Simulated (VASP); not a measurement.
Given:

```yaml
crystal:
  lattice:
    - [4.43378, 0.00000, 0.00000]
    - [0.00000, 4.43378, 0.00000]
    - [0.00000, 0.00000, 4.43378]
  atoms:
    - { symbol: Ga, position: [0.00000, 0.50000, 0.50000] }
    - { symbol: Ga, position: [0.50000, 0.00000, 0.50000] }
    - { symbol: Ga, position: [0.50000, 0.50000, 0.00000] }
    - { symbol: Bi, position: [0.00000, 0.00000, 0.00000] }
```

All values below come from PBEsol GGA, VASP's PBE PAW potentials (set 64) (plane waves; VASP). Numerical set-up: 400 eV cut-off, Gaussian smearing of 0.050 eV, potentials Ga_d Bi_d.

Unless said otherwise, spin-orbit coupling is left out, though it shifts the bands of the heavy elements here.

Problem. What does the run give for the band gap (along the path) with the smallest direct gap where there is one?

Solution. 
| Quantity | Value |
|---|---|
| band gap (along the path) | none (metal, semimetal or under 0.01 eV) |

The structure comes from a computed database's Ga3Bi entry (Pm-3m); how it stands against other phases isn't given here. It was relaxed first, which changed the volume by -6 %.
